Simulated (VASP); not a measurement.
Output of a VASP run:

OUTCAR:
```
 ion  position               nearest neighbor table
   1  0.000  0.000  0.000-   2 3.14   2 3.14   2 3.14   2 3.14   2 3.14   2 3.14
   2  0.500  0.500  0.500-   1 3.14   1 3.14   1 3.14   1 3.14   1 3.14   1 3.14
 Subroutine IBZKPT returns following result:
 Found    365 irreducible k-points:

 Following reciprocal coordinates:
            Coordinates               Weight
  0.000000  0.000000  0.000000      1.000000
  0.111111  0.000000  0.000000      2.000000
  0.000000  0.111111  0.000000      2.000000
  0.000000  0.000000  0.111111      2.000000
  0.111111  0.111111  0.111111      2.000000
  0.222222  0.000000  0.000000      2.000000
  0.000000  0.222222  0.000000      2.000000
  0.000000  0.000000  0.222222      2.000000
  0.222222  0.222222  0.222222      2.000000
  0.333333  0.000000  0.000000      2.000000
  0.000000  0.333333  0.000000      2.000000
  0.000000  0.000000  0.333333      2.000000
  0.333333  0.333333  0.333333      2.000000
  0.444444  0.000000  0.000000      2.000000
  0.000000  0.444444  0.000000      2.000000
  0.000000  0.000000  0.444444      2.000000
  0.444444  0.444444  0.444444      2.000000
  0.111111  0.111111  0.000000      2.000000
  0.000000  0.111111  0.111111      2.000000
  0.111111  0.000000  0.111111      2.000000
  0.222222  0.111111  0.000000      2.000000
  0.000000  0.222222  0.111111      2.000000
  0.111111  0.000000  0.222222      2.000000
  0.111111  0.111111 -0.111111      2.000000
  0.222222  0.111111  0.222222      2.000000
  0.111111  0.222222  0.000000      2.000000
  0.111111 -0.111111 -0.111111      2.000000
  0.222222  0.222222  0.111111      2.000000
  0.000000  0.111111  0.222222      2.000000
 -0.111111  0.111111 -0.111111      2.000000
  0.111111  0.222222  0.222222      2.000000
  0.222222  0.000000  0.111111      2.000000
  0.333333  0.111111  0.000000      2.000000
  0.000000  0.333333  0.111111      2.000000
  0.111111  0.000000  0.333333      2.000000
  0.111111  0.111111 -0.222222      2.000000
  0.333333  0.222222  0.333333      2.000000
  0.111111  0.333333  0.000000      2.000000
  0.222222 -0.111111 -0.111111      2.000000
  0.333333  0.333333  0.222222      2.000000
   k-points           NKPTS =    365   k-points in BZ     NKDIM =    365   number of bands    NBANDS=     14
   number of dos      NEDOS =    301   number of ions     NIONS =      2
   total plane-waves  NPLWV =  21952
   dimension x,y,z NGX =    28 NGY =   28 NGZ =   28
   dimension x,y,z NGXF=    56 NGYF=   56 NGZF=   56
   ions per type =               1   1
   PREC   = accura    normal or accurate (medium, high low for compatibility)
   ISTART =      0    job   : 0-new  1-cont  2-samecut
   ICHARG =      2    charge: 1-file 2-atom 10-const
   ISPIN  =      1    spin polarized calculation?
   LNONCOLLINEAR =      F non collinear calculations
   LSORBIT =      F    spin-orbit coupling
   INIWAV =      1    electr: 0-lowe 1-rand  2-diag
   ENCUT  =  300.0 eV  22.05 Ry    4.70 a.u.   6.27  6.27  6.27*2*pi/ulx,y,z
   NELM   =    100;   NELMIN=  2; NELMDL= -5     # of ELM steps
   EDIFF  = 0.1E-05   stopping-criterion for ELM
   LREAL  =      F    real-space projection
   NLSPLINE    = F    spline interpolate recip. space projectors
   LMAXMIX     =    4 max onsite mixed and CHGCAR
   VOSKOWN=      0    Vosko Wilk Nusair interpolation
   EDIFFG = 0.1E-04   stopping-criterion for IOM
   NSW    =      0    number of steps for IOM
   NBLOCK =      1;   KBLOCK =      1    inner block; outer block
   IBRION =     -1    ionic relax: 0-MD 1-quasi-New 2-CG
   NFREE  =      0    steps in history (QN), initial steepest desc. (CG)
   ISIF   =      2    stress and relaxation
   ISYM   =      0    0-nonsym 1-usesym 2-fastsym
   TEIN   =    0.0    initial temperature
   TEBEG  =    0.0;   TEEND  =   0.0 temperature during run
   SMASS  =  -3.00    Nose mass-parameter (am)
   PSTRESS=    0.0 pullay stress
   NELECT =      20.0000    total number of electrons
...
```

**OSZICAR**
```
       N       E                     dE             d eps       ncg     rms          rms(c)
DAV:   1     0.130560867375E+03    0.13056E+03   -0.71563E+03 10364   0.938E+02
DAV:   2    -0.471667224872E+00   -0.13103E+03   -0.12852E+03 11612   0.294E+02
DAV:   3    -0.951225421766E+01   -0.90406E+01   -0.89770E+01 12742   0.833E+01
DAV:   4    -0.967541543826E+01   -0.16316E+00   -0.16312E+00 11752   0.146E+01
DAV:   5    -0.968040083519E+01   -0.49854E-02   -0.49854E-02 12798   0.212E+00    0.268E+00
DAV:   6    -0.935386279386E+01    0.32654E+00   -0.93462E-01 14638   0.681E+00    0.145E+00
DAV:   7    -0.934431510109E+01    0.95477E-02   -0.10286E-01 10876   0.167E+00    0.805E-01
DAV:   8    -0.934218983126E+01    0.21253E-02   -0.11309E-02 11816   0.122E+00    0.143E-01
DAV:   9    -0.934180041256E+01    0.38942E-03   -0.24014E-03 14282   0.435E-01    0.568E-02
DAV:  10    -0.934181783460E+01   -0.17422E-04   -0.12765E-04 11084   0.793E-02    0.139E-02
DAV:  11    -0.934181738855E+01    0.44605E-06   -0.90998E-06 12788   0.385E-02
   1 F= -.93418174E+01 E0= -.93418174E+01  d E =-.159120E-17
```

OUTCAR:
```
------------------------ aborting loop because EDIFF is reached ----------------------------------------
  FORCE on cell =-STRESS in cart. coord.  units (eV):
  Direction    XX          YY          ZZ          XY          YZ          ZX
  --------------------------------------------------------------------------------------
  Total       -2.0845868     -2.0845849     -2.0846212      0.0000021      0.0000011     -0.0000010
  in kB      -54.0373443    -54.0372961    -54.0382371      0.0000554      0.0000284     -0.0000260
  external PRESSURE =     -54.0376259 kB  Pullay stress =       0.0000000 kB
  volume of cell :       61.81
      direct lattice vectors                 reciprocal lattice vectors
     0.000000000  3.138115000  3.138115000    -0.159331318  0.159331318  0.159331318
     3.138115000  0.000000000  3.138115000     0.159331318 -0.159331318  0.159331318
     3.138115000  3.138115000  0.000000000     0.159331318  0.159331318 -0.159331318
  FREE ENERGIE OF THE ION-ELECTRON SYSTEM (eV)
  ---------------------------------------------------
  free  energy   TOTEN  =        -9.3418173885 eV

  energy  without entropy=       -9.3418173885  energy(sigma->0) =       -9.34181739
```
(Selected blocks of OUTCAR.)

POSCAR:
```
PbSe
1
    0.0000000000     3.1381150000     3.1381150000
    3.1381150000     0.0000000000     3.1381150000
    3.1381150000     3.1381150000     0.0000000000
Pb Se
1 1
Direct
  0.0000000000   0.0000000000   0.0000000000
  0.5000000000   0.5000000000   0.5000000000
```

### Question
Reconstruct the remaining input files.

### Answer
This is not unique; one that fits is the input of the run itself, LDA (Ceperley-Alder, Perdew-Zunger), plane waves, VASP's LDA PAW potentials (set 64).

### INCAR
```
SYSTEM = PbSe
PREC = Accurate; ENCUT = 300; LREAL = .FALSE.
LASPH = .TRUE.; ISYM = 0
EDIFF = 1E-6; NELM = 100; ALGO = Normal
LMAXMIX = 4
ISMEAR = 0; SIGMA = 0.05
ISIF = 2
LWAVE = .FALSE.; LCHARG = .FALSE.
```

### KPOINTS
```
Automatic mesh
0
Gamma
9 9 9
0 0 0
```

POTCAR, in this order: Pb_d Se (LDA.64 set). Program: vasp_std.

At this cut-off the stress carries a Pulay error, which pulls relaxed volumes low.

The structure comes from a computed database's PbSe entry; how it stands against other phases isn't given here. The cell was not relaxed at this level. The run is one of a series of settings (ISYM = 0 against the base run), some of them coarse on purpose.
